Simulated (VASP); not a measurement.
HfN:

```
Hf N
1.0
     0.00000    2.25600    2.25600
     2.25600    0.00000    2.25600
     2.25600    2.25600    0.00000
Hf N
1 1
Direct
  0.00000 0.00000 0.00000
  0.50000 0.50000 0.50000
```

```yaml
Program: VASP 6.6.1
Task: relaxation of cell and atoms
Functional: PBE
Potentials_or_basis: VASP PAW PBE potentials, release 64 (Hf_pv, N)
Cutoff: 600 eV
k_mesh: 14 × 14 × 14
Occupations: methfessel-paxton, width 0.1 eV
Spin: no spin polarisation
```

At the start: pressure 4.1 GPa; volume 11.48 Å³/atom.

Task: How do energy, volume and symmetry change on relaxing?

Result: Over 3 steps the energy falls by 2.1 meV/atom and the volume is 11.65 Å³/atom (+1.5 %); space group Fm-3m (No. 225, to 0.05 Å).

Step by step:
| step | energy change (eV) | largest force (eV/Å) | pressure (GPa) | volume (Å³) |
| --- | --- | --- | --- | --- |
| 1 | 0.0000 | 0.0000 | 4.07 | 22.96 |
| 2 | 0.0102 | 0.0000 | -6.96 | 23.95 |
| 3 | -0.0042 | 0.0000 | -0.02 | 23.30 |

Final structure:
```
Hf N
1.0
     0.00000    2.26707    2.26707
     2.26707    0.00000    2.26707
     2.26707    2.26707    0.00000
Hf N
1 1
Cartesian
  0.0000 0.0000 0.0000
  2.2671 2.2671 2.2671
```
